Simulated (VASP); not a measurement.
Runs of VASP 6.6.1 on GaAs. The structure is cubic, space group F-43m (No. 216). Conventional cell: a = 5.681 Å, b = 5.681 Å, c = 5.681 Å, α = 90.00°, β = 90.00°, γ = 90.00°. Ga (site symmetry -43m) has 4 As at 2.46 Å as nearest neighbours. Around As (site symmetry -43m) lie 4 Ga at 2.46 Å. The cell was built by a generator and isn't the measured one.

| level | potentials or basis | pressure (GPa) | moment (μB) |
| --- | --- | --- | --- |
| TB-mBJ | VASP PAW PBE potentials, release 64 (Ga_d, As) | - | 0.00 |
| LDA | VASP PAW LDA potentials, release 64 (Ga_d, As) | -2.6 | 0.00 |
| r2SCAN | VASP PAW PBE potentials, release 64 (Ga_d, As) | (a) | 0.00 |
| PBE | VASP PAW PBE potentials, release 64 (Ga_d, As) | 2.4 | 0.00 |

Alike in all rows: task single point; spin non-collinear, zero start, SOC; cell as given; k mesh 8 × 8 × 8; cutoff (eV) 520; smearing gaussian 0.02 eV.

Question: Estimate the missing entries.

Answer: (a) -0.5.

Caveats: the PAW data sets were made with another functional, which shifts forces and pressure a little (some runs).

Not every run made on this cell is shown here.
